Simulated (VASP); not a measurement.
Set up this calculation in VASP 6.6.1, as the native input.

| Property | Result |
| --- | --- |
| Task | single point |
| Functional | PBE |
| Potentials or basis | VASP PAW PBE potentials, release 64 (O, Bi_d, F, Ca_sv) |
| Cutoff | 520 eV |
| k mesh | 3 × 3 × 2 |
| Occupations | gaussian, width 0.1 eV |
| Spin | no spin polarisation |
| Dipole correction | no |
| Further INCAR settings | ALGO = Fast; EDIFF = 1e-07; NBANDS = 48 |

The structure of CaBiOF lies in POSCAR:

```
CaBiOF
1.0
    5.6439740000     -0.6705450000     -0.6045590000
   -0.0855120000      5.3347530000      0.6357110000
    0.2719140000     -1.4213210000      6.7132600000
O Bi F Ca
2 2 2 2
Direct
    0.3215833438      0.4805340578      0.1600851625
    0.6574021466      0.9462336169      0.4974392866
    0.3053339673      0.7393963884      0.6516409286
    0.0196632697      0.8017585729      0.2614024874
    0.0221600706      0.3257067896      0.4336296645
    0.0587042176      0.0460503813      0.8568877757
    0.7901739253      0.4246707073      0.7128369701
    0.5437258639      0.0415849571      0.1060054802
```

The cell was built by a generator and needn't be a form met in nature.

One way to write it, as run:

INCAR

```
ALGO     = Fast           # electronic algorithm
EDIFF    = 1E-7           # SCF threshold, eV
ENCUT    = 520            # plane-wave cutoff, eV
GGA      = PE             # functional
ISIF     = 2              # what is computed and relaxed
ISMEAR   = 0              # smearing method
LASPH    = True           # aspherical terms in the spheres
LCHARG   = True           # write CHGCAR
LELF     = True           # ELF
LREAL    = False          # projectors in reciprocal space
LVHAR    = True         
LWAVE    = False          # write WAVECAR
NBANDS   = 48             # bands
NELM     = 100            # most SCF steps
PREC     = Accurate       # precision mode
SIGMA    = 0.1            # smearing width, eV
```

KPOINTS

```
k-points
0
Gamma
  3 3 2
```

Potentials or basis: VASP PAW PBE potentials, release 64 (O, Bi_d, F, Ca_sv).

Command:

```bash
$ cat potpaw_PBE.64/O/POTCAR potpaw_PBE.64/Bi_d/POTCAR potpaw_PBE.64/F/POTCAR potpaw_PBE.64/Ca_sv/POTCAR > POTCAR
$ mpirun -np 1 vasp_std > vasp.out
```

It gave:

| Item | Value |
| --- | --- |
| Pressure | -9.1 GPa |
| Largest force | 2.554 eV/Å |
| Band gap on the k mesh | none (metal or under the smearing width) |

Caveat: the k mesh is coarse (spacing up to 0.46 Å⁻¹), so the values aren't converged; spin-orbit coupling is left out, which moves the levels of the heavy elements.

It took 4.9 min on 1 thread of Intel(R) Xeon(R) 6975P-C (Granite Rapids), with other jobs on the host, peak memory 0.37 GiB.
